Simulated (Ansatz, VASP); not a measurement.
# Cross-check of C (Diamond) between VASP and Ansatz, part 2 of 2

One calculation is typed for both programs; each brings its own data sets. How far apart do they land? The cell is taken from a series of runs on this material, whose earlier steps may have relaxed, scaled, displaced or heated it; both programs get it as it stands.

VASP 6.6.1 and Ansatz 0.2.0.

So far. Step 5 (Ansatz: single point, PBE, pair 2): The run ends at a pressure of 30.01 GPa.

### 6. VASP: single point, PBE, pair 2 (continued)

Level of this step: PBE; plane waves and PAW (C) (VASP).

Numbers of over 12 decimals in the logs are rounded to 6 here.

OUTCAR, selected parts (step 6):

```text
  Total        2.0151300      2.0151300      2.0151300     -0.0000000      0.0000000     -0.0000000
  in kB      301.5412461    301.5412461    301.5412461     -0.0000000      0.0000000     -0.0000000
  external PRESSURE =     301.5412461 kB  Pullay stress =       0.0000000 kB

 POSITION                                       TOTAL-FORCE (eV/Angst)
 -----------------------------------------------------------------------------------
      1.74936      1.74936      1.74936         0.000000      0.000000      0.000000
      2.62404      2.62404      2.62404        -0.000000     -0.000000     -0.000000
 -----------------------------------------------------------------------------------
    total drift:                                0.000000     -0.000000      0.000000

  FREE ENERGIE OF THE ION-ELECTRON SYSTEM (eV)
  ---------------------------------------------------
  free  energy   TOTEN  =       -18.1260410778 eV

  energy  without entropy=      -18.1260410778  energy(sigma->0) =      -18.12604108

[... 1 part as in an earlier step ...]

[... 2 further parts left out ...]
[key lines of the parts left out:]
E-fermi :  12.7258
```

The run ends at a pressure of 30.15 GPa.

### 7. Differences

The two programs side by side:

```tsv
quantity	Ansatz	VASP	difference
pressure (GPa)	30.01	30.15	-0.15
gap on the k mesh (eV)	4.295	4.287	+0.008
```

A gap on the mesh is an upper bound, since the band edges may lie between its points.

### 8. VASP: single point, PBE, pair 3

With cell and atoms fixed, the geometry can't cause a difference; cores, projectors, grids and the points listed under the comparison can. The cell compared in this pair holds 10.48 Å³, against 10.71 Å³ for the pair before.

The input, INCAR:

```
SYSTEM = C
PREC = Accurate
ENCUT = 600
EDIFF = 1E-06
NELM = 120
ISMEAR = 0
SIGMA = 0.01
LREAL = .FALSE.
ALGO = Normal
GGA = PE
NBANDS = 10
LORBIT = 11
LWAVE = .FALSE.
LCHARG = .FALSE.
ISIF = 2
LASPH = .TRUE.
GGA_COMPAT = .FALSE.
EFERMI = MIDGAP
```

The input, POSCAR:

```
C
1.0
    0.0000000000      1.7368632960      1.7368632960
    1.7368632960      0.0000000000      1.7368632960
    1.7368632960      1.7368632960      0.0000000000
C
2
Direct
    0.5000000000      0.5000000000      0.5000000000
    0.7500000000      0.7500000000      0.7500000000
```

The input, KPOINTS:

```
Automatic mesh
0
Gamma
12 12 12
0 0 0
```

The projector-augmented-wave data sets are C (PBE family, release 64).

Run with:

```console
mpirun -np 1 vasp_std
```

What it wrote:

```text
[... set-up lines as in an earlier step ...]
 entering main loop
       N       E                     dE             d eps       ncg     rms          rms(c)
DAV:   1     0.294453803681E+01    0.29445E+01   -0.53478E+03  1504   0.867E+02
DAV:   2    -0.185342238399E+02   -0.21479E+02   -0.20629E+02  1896   0.141E+02
DAV:   3    -0.188745636174E+02   -0.34034E+00   -0.33962E+00  1706   0.147E+01
DAV:   4    -0.188751079610E+02   -0.54434E-03   -0.54432E-03  1586   0.674E-01
[...]
DAV:   9    -0.180733838822E+02   -0.25251E-04   -0.66768E-05  1730   0.700E-02    0.252E-02
DAV:  10    -0.180734036346E+02   -0.19752E-04   -0.14335E-05  1510   0.376E-02    0.513E-03
DAV:  11    -0.180734037056E+02   -0.71074E-07   -0.19223E-07  1260   0.452E-03
   1 F= -.18073404E+02 E0= -.18073404E+02  d E =0.000000E+00
```

From OUTCAR (step 8):

```text
  Total        2.7649268      2.7649268      2.7649268      0.0000000      0.0000000     -0.0000000
  in kB      422.7341322    422.7341322    422.7341322      0.0000000      0.0000000     -0.0000000
  external PRESSURE =     422.7341322 kB  Pullay stress =       0.0000000 kB

 POSITION                                       TOTAL-FORCE (eV/Angst)
 -----------------------------------------------------------------------------------
      1.73686      1.73686      1.73686        -0.000000      0.000000     -0.000000
      2.60529      2.60529      2.60529         0.000000     -0.000000      0.000000
 -----------------------------------------------------------------------------------
    total drift:                                0.000000     -0.000000      0.000000

  FREE ENERGIE OF THE ION-ELECTRON SYSTEM (eV)
  ---------------------------------------------------
  free  energy   TOTEN  =       -18.0734037056 eV

  energy  without entropy=      -18.0734037056  energy(sigma->0) =      -18.07340371

[... 1 part as in an earlier step ...]

[... 2 further parts left out ...]
[key lines of the parts left out:]
E-fermi :  13.0787
```

The run ends at a pressure of 42.27 GPa.

### 9. Ansatz: single point, PBE, pair 3

The same cell, functional and mesh now go to Ansatz, which takes its cutoff from its data sets.

The cell is taken from a series of runs on this material, whose earlier steps may have relaxed, scaled, displaced or heated it; both programs get it as it stands.

The input, input.yaml:

```yaml
crystal:
  lattice:
    - [0.0, 1.736863296, 1.736863296]
    - [1.736863296, 0.0, 1.736863296]
    - [1.736863296, 1.736863296, 0.0]
  atoms:
    - { symbol: C, position: [0.5, 0.5, 0.5] }
    - { symbol: C, position: [0.75, 0.75, 0.75] }
kpoints:
  mp_grid: { grid: [12, 12, 12] }
hamiltonian:
  xc: pbe
  pseudopotentials: { kind: paw, azcp: { folder: soft_1 } }
scf:
  occupations: { method: fixed }
output:
  forces: true
  stress: true
  eigenvalues: true
```

Run with:

```console
ansatz run input.yaml --threads 4 --pin off --max-ram 10240MiB --backend cpu --events-out ev --progress --plain --runs-dir out
```

What it wrote:

```text
[...]
Crystal: 2 atoms, lattice volume = 10.479 Å³
Basis set: ecut = 420 eV, 181 PW (Γ), exchange–correlation on 36×36×36 points (8 copies of the dense FFT grid, shifted against one another)
Bands: 8, of which v1, the nominal top of the filled ones, is band 4 counted from 1 (3 counted from 0)
Symmetry: 48 space group operations
[...]
k-points: 72 of 1728
[...]
Free energy (F): -501.502688 eV
[...]
Internal energy: -501.502688 eV  (E = F + TS)
E sigma→0 (E₀):  -501.502688 eV
Fermi energy:    14.827387 eV
[...]
--- Stress (GPa, compression-positive) ---
       42.057080       0.000000      -0.000000
        0.000000      42.057080       0.000000
       -0.000000       0.000000      42.057080
  P = ⅓ Tr σ = 42.0571 GPa (420.571 kbar)
--- Band table (eV; the first three rows and the last of 72) ---
[...]
[key lines of the parts left out:]
SCF converged after 6 iterations
```

The run ends at a pressure of 42.06 GPa.

### 10. Side by side

Both answers:

```tsv
quantity	Ansatz	VASP	difference
pressure (GPa)	42.06	42.27	-0.22
gap on the k mesh (eV)	4.347	4.338	+0.009
```

A gap on the mesh is an upper bound, since the band edges may lie between its points.

### 11. What came out

```yaml
difference_in_gap_on_the_k_mesh_single_point_pbe_pair_1: 0.0065 eV
difference_in_gap_on_the_k_mesh_single_point_pbe_pair_2: 0.0076 eV
difference_in_gap_on_the_k_mesh_single_point_pbe_pair_3: 0.0087 eV
```

The difference in gap on the k mesh is 0.0087 eV (single point, PBE, pair 3), within the 0.08 eV picked in this series as the mark of a large difference. 5 further runs of this series are not shown here. Such differences can come from data sets, numerical settings and the points named under the comparisons, not from the functional's error against experiment.

[Lines on the potential files, build, host, timing and source positions are cut from VASP's logs without a mark.]

[Logs are printed without paths, hosts, clocks, repeated set-up lines and the standing remarks that a program may print on its own settings, such as how far it seeks lower states.]

[Hosts, paths, dates, database ids (printed as entryN), source tags and the programs' standing remarks are cut or masked in the printed files.]
